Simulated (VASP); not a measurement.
Data:

```
CELL_PARAMETERS angstrom
      2.79216     0.00000     0.00000
      0.00000     2.79216     0.00000
      0.00000     0.00000     2.79216
ATOMIC_POSITIONS crystal
  Al 0.50000 0.50000 0.50000
  Fe 0.00000 0.00000 0.00000
```

Level of theory: LDA (Ceperley-Alder, Perdew-Zunger), VASP's LDA PAW potentials (set 64) (plane waves; VASP 6.6.1). Numerical set-up: 500 eV cut-off, 13×13×13 Γ-centred mesh, first-order Methfessel-Paxton smearing of 0.10 eV, potentials Al Fe.

Energy and stress use the plane-wave basis of the starting cell.

Task: The ions, cell shape and volume at an external pressure of 10.0 GPa are relaxed. Give the cell that the relaxation ends in.

Result: 
```
CELL_PARAMETERS angstrom
      2.77281     0.00000     0.00000
      0.00000     2.77281     0.00000
      0.00000     0.00000     2.77281
ATOMIC_POSITIONS crystal
  Al 0.50000 0.50000 0.50000
  Fe 0.00000 0.00000 0.00000
```
Space group Pm-3m (221), at a tolerance of 0.03 Å.

Task: How do energy and volume change from the first to the last step?

Result: The energy (σ→0) changes by +10.4 meV/atom and the volume by -2.1 %, in 3 ionic steps.

```json
[
 {"step": "1", "E(σ→0) (eV)": "-14.2993", "max force (eV/Å)": "0.000", "pressure (GPa)": "5.07", "volume (Å³)": "21.77"},
 {"step": "2", "E(σ→0) (eV)": "-14.2286", "max force (eV/Å)": "0.000", "pressure (GPa)": "17.37", "volume (Å³)": "20.73"},
 {"step": "3", "E(σ→0) (eV)": "-14.2784", "max force (eV/Å)": "0.000", "pressure (GPa)": "9.99", "volume (Å³)": "21.32"}
]
```

The compound is FeAl in the CsCl type structure. This run relaxes it under an external pressure of 10 GPa. Symmetry was kept, so distortions that lower it aren't found. The run is not spin-polarised, so no magnetic state was tried. The electron count is odd and the run is not spin-polarised, which forces a metal.
